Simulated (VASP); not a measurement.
Given:

```xyz
1
Lattice="0.0000 2.7900 2.7900 2.7900 0.0000 2.7900 2.7900 2.7900 0.0000" Properties=species:S:1:pos:R:3 pbc="T T T"
Ca     0.0000     0.0000     0.0000
```

All values below come from PBE GGA with D3 dispersion (zero damping), VASP's PBE PAW potentials (set 64) (plane waves; VASP 6.6.1). Settings: 520 eV cut-off, 10×10×10 Γ-centred mesh, first-order Methfessel-Paxton smearing of 0.10 eV, potentials Ca_sv.

Energy and stress use the plane-wave basis of the starting cell.

Task: The ions, cell shape and volume are relaxed. Give the cell that the relaxation ends in.

Result: 
```xyz
1
Lattice="0.0000 2.7459 2.7459 2.7459 0.0000 2.7459 2.7459 2.7459 0.0000" Properties=species:S:1:pos:R:3 pbc="T T T"
Ca     0.0000     0.0000     0.0000
```
Space group Fm-3m (225), at a tolerance of 0.03 Å.

Task: How do energy and volume change from the first to the last step?

Result: The energy (σ→0) changes by -4.3 meV/atom and the volume by -4.7 %, in 3 ionic steps.

| step | E(σ→0) (eV) | max force (eV/Å) | pressure (GPa) | volume (Å³) |
|---|---|---|---|---|
| 1 | -2.0788 | 0.000 | -0.72 | 43.44 |
| 2 | -2.0825 | 0.000 | -0.28 | 42.22 |
| 3 | -2.0831 | 0.000 | 0.03 | 41.41 |

The compound is Ca in the fcc structure. This run relaxes it. Symmetry was kept, so distortions that lower it aren't found.
